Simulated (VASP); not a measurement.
VASP runs on Bi share one base input (PBE GGA, plane waves, VASP's PBE PAW potentials (set 64)) and change the settings named in each case.

### KPOINTS
```
Automatic mesh
0
Gamma
7 7 1
0 0 0
```

**INCAR**
```
! general
SYSTEM   =  Bi
PREC     =  Accurate
ENCUT    =  300   ! plane-wave cut-off (eV)
LREAL    =  .FALSE.   ! projection in real space or not
LASPH    =  .TRUE.   ! aspherical one-centre terms

! electronic loop
EDIFF    =  1E-6
NELM     =  100
ALGO     =  Normal
LMAXMIX  =  4

! smearing
ISMEAR   =  -1
SIGMA    =  0.1   ! width (eV)

! functional
GGA      =  PE   ! PBE

! ions
ISIF     =  2

! output
LWAVE    =  .FALSE.
LCHARG   =  .FALSE.
```

File POSCAR:
```
Bi
1
    4.2088370000     0.0000000000     0.0000000000
   -2.1044180000     3.6449600000     0.0000000000
    0.0000000000     0.0000000000    15.4253200000
Bi
2
Direct
  0.6666670000   0.3333330000   0.5462010000
  0.3333330000   0.6666670000   0.4537990000
```

POTCAR, in this order: Bi_d (PBE.64 set). Program: vasp_std.

| change | E(σ→0) (eV/atom) | largest force (eV/Å) | −TS (eV) |
|---|---|---|---|
| base run | -3.4683 | 3.298 | -0.0092 |
| GGA = PS | -3.8568 | 2.942 | -0.0101 |
| GGA_COMPAT = .FALSE., LNONCOLLINEAR = .TRUE., LSORBIT = .TRUE., MAGMOM = 0.0 0.0 0.0 0.0 0.0 0.0, program vasp_ncl | -4.2579 | ? | ? |
| KPOINTS 2×2×1 Γ-centred mesh | -2.9760 | 3.237 | -0.0380 |

Task: What belongs in the gaps?

Result: 
- GGA_COMPAT = .FALSE., LNONCOLLINEAR = .TRUE., LSORBIT = .TRUE., MAGMOM = 0.0 0.0 0.0 0.0 0.0 0.0, program vasp_ncl, largest force (eV/Å): 3.148
- GGA_COMPAT = .FALSE., LNONCOLLINEAR = .TRUE., LSORBIT = .TRUE., MAGMOM = 0.0 0.0 0.0 0.0 0.0 0.0, program vasp_ncl, −TS (eV): -0.0114

Energies of different potentials or functionals have different zeros.  The cell holds a wide vacuum, so values per volume refer to the whole cell. Unless said otherwise, spin-orbit coupling is left out, though it shifts the bands of the heavy elements here.

Left out are runs that ran out of time, are held back, or changed the cell or the kind of run, fixed moments of cells without a moment, rows past the twelfth, gaps on odd meshes, pressures of charged cells and columns that move by less than the noise.

The cell is a sheet or thin cut with vacuum, built from a generated structure.
